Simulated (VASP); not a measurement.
VASP ran on this input.

### INCAR
```
SYSTEM = Rb
PREC = Accurate
ENCUT = 500
EDIFF = 1E-6
NELM = 100
ALGO = Normal
LREAL = .FALSE.
LASPH = .TRUE.
ISMEAR = 1
SIGMA = 0.1
GGA = PS
LMAXMIX = 4
LWAVE = .FALSE.
LCHARG = .FALSE.
IBRION = 2
ISIF = 3
NSW = 40
EDIFFG = -0.02
PSTRESS = 50
```

### KPOINTS
```
Automatic mesh
0
G
 9 9 9
0 0 0
```

POSCAR:
```
Rb
1
   -2.7874384333     2.7874384333     2.7874384333
    2.7874384333    -2.7874384333     2.7874384333
    2.7874384333     2.7874384333    -2.7874384333
Rb
1
Direct
  0.0000000000   0.0000000000   0.0000000000
```

POTCAR, in this order: Rb_sv (PBE.64 set). Program: vasp_std.

Q: Translate this PBEsol calculation to Quantum ESPRESSO's pw.x.

A: One equivalent input (not run):
```
&CONTROL
  calculation = 'vc-relax'
  pseudo_dir = './pseudo'
  outdir = './out'
  tprnfor = .true.
  tstress = .true.
  nstep = 40
  forc_conv_thr = 0.00078
/
&SYSTEM
  ibrav = 0
  nat = 1
  ntyp = 1
  ecutwfc = 46
  occupations = 'smearing'
  smearing = 'methfessel-paxton'
  degauss = 0.00735
  input_dft = 'pbesol'
/
&ELECTRONS
  conv_thr = 7.3e-08
  electron_maxstep = 100
/
&IONS
/
&CELL
  press = 50
/
ATOMIC_SPECIES
  Rb 85.468 Rb.upf
CELL_PARAMETERS angstrom
    -2.7874384    2.7874384    2.7874384
     2.7874384   -2.7874384    2.7874384
     2.7874384    2.7874384   -2.7874384
ATOMIC_POSITIONS crystal
  Rb   0.0000000  0.0000000  0.0000000
K_POINTS automatic
  9 9 9 0 0 0
```
Limits of the translation: the potentials are each code's own (VASP's PAW set, PseudoDojo norm-conserving files in pw.x), so ENCUT and ecutwfc are chosen apart and not converted; conv_thr bounds pw.x's estimated SCF error, while EDIFF bounds the energy change between steps; forc_conv_thr acts on force components and is met together with etot_conv_thr.

The compound is Rb in the bcc structure. This run relaxes it under an external pressure of 5 GPa. Symmetry was kept, so distortions that lower it aren't found.
